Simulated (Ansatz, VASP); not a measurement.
**One calculation of BaP4, two programs**

```
Ba P
1.0
     4.75037    0.00000    0.00000
     0.00000    4.75037    0.00000
     0.00000    0.00000    4.75037
Ba P
1 4
Direct
  0.00000 0.00000 0.00000
  0.00000 0.50000 0.50000
  0.50000 0.00000 0.50000
  0.50000 0.50000 0.00000
  0.50000 0.50000 0.50000
```

Alike in both runs: functional PBE; k mesh 8 × 8 × 8; occupations gaussian, width 0.1 eV; no spin polarisation.

Ansatz relaxed the structure, and its values are those at the end. VASP's run is a single point on that final structure, the one shown.

|  | VASP | Ansatz |
| --- | --- | --- |
| version | VASP 6.6.1 | Ansatz 0.2.0 |
| potentials or method | VASP PAW PBE potentials, release 64 (Ba_sv, P) | scalar-relativistic, plane waves, PAW |
| plane-wave cutoff (eV) | 520 | 420 |
| valence electrons in the cell | 30 | 30 |

Ansatz gave:

```
gap on the k mesh at the Fermi level (eV) : none
pressure (GPa)                            : 0.0
```

Estimate VASP's values.

gap on the k mesh at the Fermi level (eV): none; pressure (GPa): 0.4.

A gap of «none» marks a metal or a gap that the smearing closes.

The runs have no spin-orbit coupling, so splittings on Ba are missing.
